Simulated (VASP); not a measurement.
Here is the system:

```yaml
crystal:
  lattice:
    - [3.86714, 0.00000, 0.00000]
    - [0.00000, 3.86714, 0.00000]
    - [0.00000, 0.00000, 3.86714]
  atoms:
    - { symbol: Al, position: [0.50000, 0.50000, 0.00000] }
    - { symbol: Al, position: [0.00000, 0.50000, 0.50000] }
    - { symbol: Al, position: [0.50000, 0.00000, 0.50000] }
    - { symbol: V, position: [0.00000, 0.00000, 0.00000] }
```

Method: PBEsol GGA, VASP's PBE PAW potentials (set 64) (plane waves; VASP 6.6.1). Settings: 400 eV cut-off, 9×9×9 Γ-centred mesh, tetrahedra with Blöchl corrections, potentials Al V_sv.

The cores are frozen, which limits the accuracy of field gradients.

### Question
Give the principal components of the electric field gradient (V/Å²) and the asymmetry η at each nucleus.

### Answer

```
atom   Vxx   Vyy   Vzz     η
----  ----  ----  ----  ----
Al1   -5.8  -5.8  11.6  0.00
Al2   -5.8  -5.8  11.6  0.00
Al3   -5.8  -5.8  11.6  0.00
V4     0.0   0.0   0.0     -
```

The structure comes from a computed database's Al3V entry (Pm-3m); how it stands against other phases isn't given here. It was relaxed first. The run is not spin-polarised, so no magnetic state was tried.
